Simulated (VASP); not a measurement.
OSZICAR of a VASP run on PbS (rock salt):

File OSZICAR:
```
       N       E                     dE             d eps       ncg     rms          rms(c)
DAV:   1     0.157808491819E+03    0.15781E+03   -0.10069E+04   992   0.161E+03
DAV:   2     0.190477489710E+01   -0.15590E+03   -0.15222E+03  1052   0.380E+02
DAV:   3    -0.920005852323E+01   -0.11105E+02   -0.11041E+02  1324   0.103E+02
DAV:   4    -0.944182011306E+01   -0.24176E+00   -0.24167E+00  1076   0.165E+01
DAV:   5    -0.945131896718E+01   -0.94989E-02   -0.94986E-02  1456   0.332E+00    0.926E+00
DAV:   6    -0.914253045143E+01    0.30879E+00   -0.73169E-01  1426   0.100E+01    0.597E+00
DAV:   7    -0.912620014835E+01    0.16330E-01   -0.15973E-01  1280   0.281E+00    0.212E+00
DAV:   8    -0.912295064220E+01    0.32495E-02   -0.19077E-02  1324   0.187E+00    0.404E-01
DAV:   9    -0.912270137155E+01    0.24927E-03   -0.14802E-03  1272   0.488E-01    0.123E-01
DAV:  10    -0.912271341628E+01   -0.12045E-04   -0.21828E-04  1232   0.188E-01    0.378E-02
DAV:  11    -0.912270938041E+01    0.40359E-05   -0.29245E-05  1456   0.707E-02    0.142E-02
DAV:  12    -0.912270977085E+01   -0.39044E-06   -0.18876E-06   900   0.137E-02
   1 F= 0.16349952E+01 E0= 0.16349952E+01  d E =0.163500E+01
       N       E                     dE             d eps       ncg     rms          rms(c)
DAV:   1    -0.202381343446E+02   -0.11115E+02   -0.33328E+02  1256   0.323E+02    0.305E+01
DAV:   2    -0.706716913605E+01    0.13171E+02   -0.32167E+01  1178   0.192E+02    0.781E+00
DAV:   3    -0.569084070343E+01    0.13763E+01   -0.51610E+00  1304   0.551E+01    0.263E+00
DAV:   4    -0.571592980440E+01   -0.25089E-01   -0.32175E-01  1486   0.689E+00    0.104E+00
DAV:   5    -0.573039236617E+01   -0.14463E-01   -0.14937E-02  1310   0.194E+00    0.481E-01
DAV:   6    -0.573637050233E+01   -0.59781E-02   -0.74683E-03  1338   0.164E+00    0.939E-02
DAV:   7    -0.573652357693E+01   -0.15307E-03   -0.81621E-04  1208   0.275E-01    0.128E-01
DAV:   8    -0.573652104251E+01    0.25344E-05   -0.25988E-05  1470   0.110E-01    0.706E-02
DAV:   9    -0.573652148817E+01   -0.44566E-06   -0.43637E-06  1044   0.214E-02
   2 F= 0.24876909E+01 E0= 0.24886265E+01  d E =0.852696E+00
       N       E                     dE             d eps       ncg     rms          rms(c)
DAV:   1    -0.148054015662E+02   -0.90689E+01   -0.24337E+02  1214   0.440E+02    0.173E+01
DAV:   2    -0.961308793036E+01    0.51923E+01   -0.15334E+01  1190   0.780E+01    0.615E+00
DAV:   3    -0.852648707955E+01    0.10866E+01   -0.48340E+00  1214   0.456E+01    0.108E+00
DAV:   4    -0.853392471824E+01   -0.74376E-02   -0.20245E-01  1146   0.524E+00    0.738E-01
DAV:   5    -0.852991705641E+01    0.40077E-02   -0.12031E-02  1396   0.174E+00    0.133E-01
DAV:   6    -0.853003134096E+01   -0.11428E-03   -0.12838E-03  1480   0.550E-01    0.713E-02
DAV:   7    -0.852995577055E+01    0.75570E-04   -0.21374E-04  1172   0.234E-01    0.117E-02
DAV:   8    -0.852995528003E+01    0.49052E-06   -0.55399E-06  1256   0.388E-02
   3 F= 0.14989938E+01 E0= 0.14989945E+01  d E =-.136001E+00
       N       E                     dE             d eps       ncg     rms          rms(c)
DAV:   1    -0.847990113309E+01    0.50055E-01   -0.18375E-01  1268   0.973E+00    0.564E-01
DAV:   2    -0.847466376521E+01    0.52374E-02   -0.11361E-02  1214   0.268E+00    0.163E-01
DAV:   3    -0.847383373354E+01    0.83003E-03   -0.33427E-03  1220   0.135E+00    0.295E-02
DAV:   4    -0.847384040881E+01   -0.66753E-05   -0.10312E-04  1016   0.107E-01    0.145E-02
DAV:   5    -0.847384188167E+01   -0.14729E-05   -0.10403E-05  1430   0.556E-02    0.431E-03
DAV:   6    -0.847384207142E+01   -0.18975E-06   -0.98623E-07   720   0.141E-02
   4 F= 0.14979887E+01 E0= 0.14979893E+01  d E =-.137007E+00
       N       E                     dE             d eps       ncg     rms          rms(c)
DAV:   1    -0.845896932750E+01    0.14873E-01   -0.13292E-02  1262   0.263E+00    0.152E-01
DAV:   2    -0.845859307279E+01    0.37625E-03   -0.81597E-04  1214   0.713E-01    0.443E-02
DAV:   3    -0.845853301233E+01    0.60060E-04   -0.24161E-04  1214   0.364E-01    0.779E-03
DAV:   4    -0.845853347984E+01   -0.46752E-06   -0.75239E-06  1004   0.290E-02
   5 F= 0.14979834E+01 E0= 0.14979839E+01  d E =-.137012E+00
```

**Question.** Which electronic solver shows in the log?

**Answer.** It is blocked Davidson (ALGO = Normal, or the opening steps of other solvers). The INCAR had ALGO = Normal.

**Question.** Can the final energy be trusted as converged?

**Answer.** Self-consistency was reached. It stopped with EDIFF = 1E-6, NELM = 100, NSW = 40 and EDIFFG = -0.02 after 5 ionic steps (LDA (Ceperley-Alder, Perdew-Zunger), plane waves, VASP's LDA PAW potentials (set 64)). Energy and stress use the plane-wave basis of the starting cell.

The compound is PbS in the rock salt structure. This run relaxes it under an external pressure of 45 GPa. Symmetry was kept, so distortions that lower it aren't found.
